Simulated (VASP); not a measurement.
## Au: single point with PBE

Slab: Au, a slab with vacuum.

```xyz
3
Lattice="2.9402 0.0000 0.0000 0.0000 2.9402 0.0000 0.0000 0.0000 21.1129" Properties=species:S:1:pos:R:3 pbc="T T T"
Au    1.4701    1.4701    4.0000
Au    0.0000    0.0000    6.0565
Au    1.4701    1.4701    8.1129
```

The cell isn't the ideal one: the clean substrate in the cell of the map.

- Program: VASP 6.6.1
- Task: single point
- Functional: PBE
- Potentials or basis: VASP PAW PBE potentials, release 64 (Au)
- Cutoff: 520 eV
- k mesh: 9 × 9 × 1
- Occupations: gaussian, width 0.1 eV
- Spin: no spin polarisation

The largest force is 0.078 eV/Å and the band gap on the k mesh is none (metal or under the smearing width).

Forces on the atoms (eV/Å):
```
Au   0.000  0.000  0.078
Au   0.000  0.000  0.000
Au   0.000  0.000 -0.078
```

Levels at points of the mesh, in eV from the Fermi level:
| k point | band 15 | band 16 | band 17 | band 18 | band 19 | band 20 |
| --- | --- | --- | --- | --- | --- | --- |
| (0.00, 0.00, 0.00) | -1.59 | -1.55 | -1.55 | -0.69 | 1.78 | 4.93 |

It took 44 s on 1 thread of AMD EPYC 9R45 96-Core Processor (Zen 5), with other jobs on the host, peak memory 0.26 GiB.

The run has no spin-orbit coupling, so splittings on Au are missing.
